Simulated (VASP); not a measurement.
All values below come from PBEsol GGA, VASP's PBE PAW potentials (set 64) (plane waves; VASP).

VASP ran on this input.

INCAR:
```
SYSTEM = In
PREC = Accurate
ENCUT = 400
EDIFF = 1E-6
NELM = 100
ALGO = Normal
LREAL = .FALSE.
LASPH = .TRUE.
ISMEAR = 1
SIGMA = 0.1
GGA = PS
LMAXMIX = 4
LWAVE = .FALSE.
LCHARG = .FALSE.
IBRION = 2
ISIF = 3
NSW = 60
EDIFFG = -0.01
```

**KPOINTS**
```
Automatic mesh
0
Gamma
11 11 11
0 0 0
```

### POSCAR
```
In
1.0
  3.0175011160   0.0000000000   0.0000000000
  0.0000000000   3.0175011160   0.0000000000
  0.0000000000   0.0000000000   3.0175011160
In
1
direct
  0.0000000000   0.0000000000   0.0000000000
```

POTCAR, in this order: In_d (PBE.64 set). Program: vasp_std.

Unless said otherwise, spin-orbit coupling is left out, though it shifts the bands of the heavy elements here.

Problem. Estimate the energy per atom (σ→0), volume per atom, band gap (on the k-mesh).

Solution. 
```json
{
 "energy per atom (σ→0)": "-2.881 eV/atom",
 "band gap (on the k-mesh)": "none (metal, semimetal or under 0.01 eV)",
 "volume_per_atom": "27.43 Å³/atom"
}
```

**OSZICAR**
```
...
   1 F= -.28813216E+01 E0= -.28812081E+01  d E =-.288132E+01
       N       E                     dE             d eps       ncg     rms          rms(c)
DAV:   1    -0.288181466190E+01   -0.49354E-03   -0.12096E-02  1300   0.256E+00    0.134E-01
DAV:   2    -0.288138712326E+01    0.42754E-03   -0.95968E-04  1288   0.729E-01    0.456E-02
DAV:   3    -0.288133247404E+01    0.54649E-04   -0.18871E-04  1468   0.311E-01    0.199E-02
DAV:   4    -0.288133143185E+01    0.10422E-05   -0.29893E-06  1190   0.182E-02    0.120E-02
DAV:   5    -0.288133153064E+01   -0.98783E-07   -0.12058E-06  1196   0.716E-03
   2 F= -.28813315E+01 E0= -.28812187E+01  d E =-.990271E-05
```

The structure was generated: In was put into the simple-cubic type (Pm-3m), which need not be its known phase. This run relaxes it. Symmetry was kept, so distortions that lower it aren't found. The start is the result of an earlier pass.
